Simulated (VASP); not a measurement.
VASP input:

**KPOINTS**
```
Automatic mesh
0
Gamma
3 3 3
0 0 0
```

INCAR:
```
SYSTEM = V
PREC = Accurate
ENCUT = 400
EDIFF = 1E-6
NELM = 100
ALGO = Normal
LREAL = .FALSE.
LASPH = .TRUE.
ISMEAR = 0
SIGMA = 0.001
GGA = PE
LMAXMIX = 4
ISPIN = 2
MAGMOM = 2.0
LORBIT = 10
LWAVE = .FALSE.
LCHARG = .FALSE.
ISIF = 2
```

### POSCAR
```
V
1
    2.4892560000     0.0000000000     0.0000000000
    0.0000000000     2.4892560000     0.0000000000
    0.0000000000     0.0000000000     2.4892560000
V
1
Direct
  0.0000000000   0.0000000000   0.0000000000
```

POTCAR, in this order: V_sv (PBE.64 set). Program: vasp_std.

What VASP printed:

### standard output
```
 POSCAR found type information on POSCAR V
 POSCAR found :  1 types and       1 ions
 Reading from existing POTCAR
 Reading from existing POTCAR
 LDA part: xc-table for (Slater+PW92), standard interpolation
 POSCAR, INCAR and KPOINTS ok, starting setup
 WAVECAR not read
 entering main loop
       N       E                     dE             d eps       ncg     rms          rms(c)
DAV:   1     0.810617063562E+02    0.81062E+02   -0.62819E+03   176   0.108E+03
DAV:   2    -0.772563755082E+01   -0.88787E+02   -0.86119E+02   182   0.309E+02
DAV:   3    -0.880574698254E+01   -0.10801E+01   -0.10779E+01   194   0.419E+01
DAV:   4    -0.881115071182E+01   -0.54037E-02   -0.54022E-02   182   0.316E+00
DAV:   5    -0.881121255429E+01   -0.61842E-04   -0.61843E-04   191   0.322E-01    0.196E+01
DAV:   6    -0.852035394688E+01    0.29086E+00   -0.51238E+00   176   0.271E+01    0.484E+00
DAV:   7    -0.858310455641E+01   -0.62751E-01   -0.10876E-01   176   0.411E+00    0.264E+00
DAV:   8    -0.858872663848E+01   -0.56221E-02   -0.64413E-03   176   0.109E+00    0.991E-01
DAV:   9    -0.858693181892E+01    0.17948E-02   -0.18205E-03   176   0.559E-01    0.363E-01
DAV:  10    -0.858688768170E+01    0.44137E-04   -0.78582E-04   176   0.368E-01    0.955E-02
DAV:  11    -0.858693360497E+01   -0.45923E-04   -0.37033E-05   176   0.831E-02    0.267E-02
DAV:  12    -0.858693344012E+01    0.16485E-06   -0.21537E-06   165   0.141E-02
   1 F= -.85869334E+01 E0= -.85869021E+01  d E =-.626877E-04  mag=     0.1110
```

### OUTCAR
```
------------------------ aborting loop because EDIFF is reached ----------------------------------------
  FORCE on cell =-STRESS in cart. coord.  units (eV):
  Direction    XX          YY          ZZ          XY          YZ          ZX
  --------------------------------------------------------------------------------------
  Total       -1.9681519     -1.9681519     -1.9681519      0.0000000     -0.0000000      0.0000000
  in kB     -204.4374703   -204.4374703   -204.4374703      0.0000000     -0.0000000      0.0000000
  external PRESSURE =    -204.4374703 kB  Pullay stress =       0.0000000 kB
  volume of cell :       15.42
      direct lattice vectors                 reciprocal lattice vectors
     2.489256000  0.000000000  0.000000000     0.401726460  0.000000000  0.000000000
     0.000000000  2.489256000  0.000000000     0.000000000  0.401726460  0.000000000
     0.000000000  0.000000000  2.489256000     0.000000000  0.000000000  0.401726460
 POSITION                                       TOTAL-FORCE (eV/Angst)
 -----------------------------------------------------------------------------------
      0.00000      0.00000      0.00000         0.000000      0.000000      0.000000
 -----------------------------------------------------------------------------------
    total drift:                               -0.000000      0.000000      0.000000
  FREE ENERGIE OF THE ION-ELECTRON SYSTEM (eV)
  ---------------------------------------------------
  free  energy   TOTEN  =        -8.5869334401 eV

  energy  without entropy=       -8.5868707524  energy(sigma->0) =       -8.58690210

 total charge

# of ion       s       p       d       tot
------------------------------------------
    1        2.323   6.115   3.219  11.656

 magnetization (x)

# of ion       s       p       d       tot
------------------------------------------
    1       -0.000   0.017   0.058   0.074
```
(Selected blocks of OUTCAR.)

Problem. The run ends quietly. Is anything wrong with it?

Solution. The cause: a metal was run with a tiny SIGMA on a coarse mesh. The run ends without an error. Against the sound run, the energy per atom (σ→0) drops by 0.444 eV/atom; the pressure falls by 13.59 GPa; the cell moment rises by 0.11 μB. To mend it, set ISMEAR = 1, set SIGMA = 0.1, correct KPOINTS.
File KPOINTS:
```
Automatic mesh
0
Gamma
11 11 11
0 0 0
```
The mended run (PBE GGA, plane waves, VASP's PBE PAW potentials (set 64)) converges, and its OSZICAR ends with
```
   1 F= -.81420271E+01 E0= -.81425966E+01  d E =0.170835E-02  mag=    -0.0000
```

The structure was generated: V was put into the simple-cubic type (Pm-3m), which need not be its known phase. The cell was not relaxed at this level.
